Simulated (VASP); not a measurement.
Given:

```
BaF2
1.0
    0.00000     3.11288     3.11288
    3.11288     0.00000     3.11288
    3.11288     3.11288     0.00000
Ba F
1 2
Cartesian
  0.00000   0.00000   0.00000
  1.70644   1.55644   1.55644
  4.66932   4.66932   4.66932
```

Computed with r2SCAN meta-GGA, VASP's PBE PAW potentials (set 64) (plane waves; VASP). Numerical set-up: 600 eV cut-off, 6×6×6 Γ-centred mesh, Gaussian smearing of 0.050 eV, potentials Ba_sv F.

Task: Which forces act on the atoms, in eV/Å?

Result: 
```tsv
atom	Fx	Fy	Fz
Ba1	0.300	0.000	0.000
F2	-0.476	0.000	0.000
F3	0.176	0.000	0.000
```

Task: Give the stress tensor in GPa (positive for a compressed cell).

Result: 
```
 0.29   0.00   0.00
 0.00   0.30  -1.27
 0.00  -1.27   0.30
```
The pressure is its mean diagonal, 0.29 GPa.

The compound is BaF2 in the fluorite structure. This cell was strained or had an atom moved on purpose.
